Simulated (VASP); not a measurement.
The input files of a VASP run:

INCAR:
```
AGGAC = 0.0
ALGO = Normal
EDIFF = 1E-7
EDIFFG = -0.01
ENCUT = 520
GGA = ML
IBRION = 2
ISIF = 4
ISMEAR = 0
LASPH = .TRUE.
LCHARG = .FALSE.
LMAXMIX = 4
LREAL = .FALSE.
LUSE_VDW = .TRUE.
LWAVE = .FALSE.
NELM = 100
NSW = 30
PREC = Accurate
SIGMA = 0.05
SYSTEM = BaTiO3
ZAB_VDW = -1.8867
```

POSCAR:
```
BaTiO3
1
    4.0039212994     0.0000000000     0.0000000000
    0.0000000000     4.0039212994     0.0000000000
    0.0000000000     0.0000000000     4.3121386633
Ba Ti O
1 1 3
Direct
  0.0000000000   0.0000000000   0.0147098990
  0.5000000000   0.5000000000   0.5335444481
  0.5000000000   0.5000000000   0.9538846784
  0.0000000000   0.5000000000   0.4809304872
  0.5000000000   0.0000000000   0.4809304872
```

KPOINTS:
```
Automatic mesh
0
Gamma
6 6 5
0 0 0
```

POTCAR, in this order: Ba_sv Ti_sv O (PBE.64 set). Program: vasp_std.

**Question.** Translate this vdW-DF2 calculation to Quantum ESPRESSO's pw.x.

**Answer.** One equivalent input (not run):
```
&CONTROL
  calculation = 'vc-relax'
  pseudo_dir = './pseudo'
  outdir = './out'
  tprnfor = .true.
  tstress = .true.
  nstep = 30
  forc_conv_thr = 0.00039
/
&SYSTEM
  ibrav = 0
  nat = 5
  ntyp = 3
  ecutwfc = 84
  occupations = 'smearing'
  smearing = 'gaussian'
  degauss = 0.003675
  input_dft = 'vdw-df2'
/
&ELECTRONS
  conv_thr = 7.3e-09
  electron_maxstep = 100
/
&IONS
/
&CELL
  cell_dofree = 'shape'
/
ATOMIC_SPECIES
  Ba 137.327 Ba.upf
  Ti 47.867 Ti.upf
  O 15.999 O.upf
CELL_PARAMETERS angstrom
     4.0039213    0.0000000    0.0000000
     0.0000000    4.0039213    0.0000000
     0.0000000    0.0000000    4.3121387
ATOMIC_POSITIONS crystal
  Ba   0.0000000  0.0000000  0.0147099
  Ti   0.5000000  0.5000000  0.5335444
  O    0.5000000  0.5000000  0.9538847
  O    0.0000000  0.5000000  0.4809305
  O    0.5000000  0.0000000  0.4809305
K_POINTS automatic
  6 6 5 0 0 0
```
The two are equivalent in intent, not identical: the potentials are each code's own (VASP's PAW set, PseudoDojo norm-conserving files in pw.x), so ENCUT and ecutwfc are chosen apart and not converted; conv_thr bounds pw.x's estimated SCF error, while EDIFF bounds the energy change between steps; forc_conv_thr acts on force components and is met together with etot_conv_thr.

The compound is BaTiO3 in the tetragonal perovskite structure. This cell is one point of a volume scan, at 0.97 of the reference volume. Symmetry was kept, so distortions that lower it aren't found.
